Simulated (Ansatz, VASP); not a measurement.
## Zn2SbO3: VASP beside Ansatz

Contents of INCAR:

```
SYSTEM = Zn2SbO3
PREC     = Accurate       ! precision mode
ENCUT    = 600            ! plane-wave cutoff, eV
EDIFF    = 1E-6           ! SCF threshold, eV
ISMEAR   = 0              ! smearing method
SIGMA    = 0.1            ! smearing width, eV
LREAL    = .False.        ! projectors in reciprocal space
LASPH    = .True.         ! aspherical terms in the spheres
NELM     = 60             ! most SCF steps
ALGO     = Normal         ! electronic algorithm
ISIF     = 3              ! what is computed and relaxed
LWAVE    = .False.        ! write WAVECAR
LCHARG   = .False.        ! write CHGCAR
GGA      = PE             ! functional
IBRION   = 2              ! ionic algorithm
NSW      = 90             ! ionic steps
EDIFFG   = -0.04          ! ionic threshold
```

Contents of KPOINTS:

```
Automatic mesh
0
Gamma
  3 3 6
  0 0 0
```

File POSCAR:

```
Zn2SbO3
1.0
    6.2465212435      0.0000000000      0.0000000000
   -3.1232606218      5.4096460822      0.0000000000
    0.0000000000      0.0000000000      3.3637845817
Zn Sb O
2 1 3
Direct
    0.3333333333      0.6666666667      0.0000000000
    0.6666666667      0.3333333333      0.0000000000
    0.0000000000      0.0000000000      0.0000000000
    0.5000000000      0.0000000000      0.0000000000
    0.0000000000      0.5000000000      0.0000000000
    0.5000000000      0.5000000000      0.0000000000
```

Input for Ansatz:

```yaml
crystal:
  lattice:
    - [6.2465212435, 0.0, 0.0]
    - [-3.1232606218, 5.4096460822, 0.0]
    - [0.0, 0.0, 3.3637845817]
  atoms:
    - { symbol: Zn, position: [0.3333333333, 0.6666666667, 0.0] }
    - { symbol: Zn, position: [0.6666666667, 0.3333333333, 0.0] }
    - { symbol: Sb, position: [0.0, 0.0, 0.0] }
    - { symbol: O, position: [0.5, 0.0, 0.0] }
    - { symbol: O, position: [0.0, 0.5, 0.0] }
    - { symbol: O, position: [0.5, 0.5, 0.0] }
basis:
  ecutwfc: 420
kpoints:
  mp_grid: { grid: [3, 3, 6] }
hamiltonian:
  xc: pbe
scf:
  occupations: { method: gaussian, width: 0.1 }
  lower_state_search: "off"
output:
  forces: true
  stress: true
  eigenvalues: true
relax:
  adjacent_minimum: "off"
  f_tol: 0.04
  max_steps: 70
  cell: { stress_tol: 0.4 }
```

Alike in both runs: task relaxation of cell and atoms; functional PBE; k mesh 3 × 3 × 6; occupations gaussian, width 0.1 eV; no spin polarisation.

```csv
,VASP,Ansatz
version,VASP 6.6.1,Ansatz 0.2.0
potentials or method,"VASP PAW PBE potentials, release 64 (Zn, Sb, O)","scalar-relativistic, plane waves, PAW"
plane-wave cutoff (eV),600,420
valence electrons in the cell,47,57
```

VASP gave:

* gap on the k mesh at the Fermi level, each at its own relaxed structure (eV): none
* relaxed volume (Å³/atom): 18.67
* relaxed cell length with the largest relative difference (Å): 6.266
* energy change over the relaxation (meV/atom): -2

Question: What did Ansatz give for the same quantities?

Answer: gap on the k mesh at the Fermi level, each at its own relaxed structure (eV): none; relaxed volume (Å³/atom): 18.59; relaxed cell length with the largest relative difference (Å): 6.244; energy change over the relaxation (meV/atom): -1.

A gap of «none» marks a metal or a gap that the smearing closes. The two sets of potentials don't hold the same shells in valence.

Caveats: the k mesh is coarse (spacing up to 0.39 Å⁻¹), so the values aren't converged; an odd number of electrons without spin polarisation forces a metal; a magnetic or distorted state may lie lower. Spin-orbit coupling is left out, which matters for the levels of Sb.
